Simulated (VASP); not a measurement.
Write the native input for VASP 6.6.1 that does the following.

| Quantity | Value |
| --- | --- |
| Task | single point |
| Functional | PBE |
| Dispersion | D3(BJ) |
| Potentials or basis | VASP PAW PBE potentials, release 64 (W_sv) |
| Cutoff | 520 eV |
| k mesh | 18 × 18 × 18 |
| Occupations | gaussian, width 0.1 eV |
| Spin | no spin polarisation |
| Further INCAR settings | ALGO = Normal; EDIFF = 1e-07; NBANDS = 13 |

The structure of W lies in POSCAR:

```
W                                       
1.0
   -1.5962809418      1.5962809418      1.5962809418
    1.5962809418     -1.5962809418      1.5962809418
    1.5962809418      1.5962809418     -1.5962809418
  W             
     1
Direct
     0.0000000000000000    0.0000000000000000    0.0000000000000000
```

The cell isn't the ideal one: a relaxed cell with its volume scaled by 1.03.

The input as run:

INCAR

```
PREC = Accurate ; ENCUT = 520
EDIFF = 1E-7 ; ISMEAR = 0
SIGMA = 0.1 ; LREAL = F
LASPH = T ; NELM = 100
ALGO = Normal ; ISIF = 2
LWAVE = F ; LCHARG = F
GGA = PE ; IVDW = 12
NBANDS = 13
```

KPOINTS

```
regular mesh
0
Gamma
  18 18 18
```

Potentials or basis: VASP PAW PBE potentials, release 64 (W_sv).

Launch:

```sh
$ cat potpaw_PBE.64/W_sv/POTCAR > POTCAR
$ mpirun -np 1 vasp_std > vasp.out
```

It gave:

| Property | Result |
| --- | --- |
| Pressure | -9.0 GPa |
| Band gap on the k mesh | none (metal or under the smearing width) |
| Dispersion energy per atom | -0.677 eV |

Caveat: pairwise dispersion overbinds metals, which lowers pressure and volume.

Run time: 20 s on 1 thread of Intel(R) Xeon(R) Platinum 8488C (Sapphire Rapids) (shared host), peak memory 0.17 GiB.
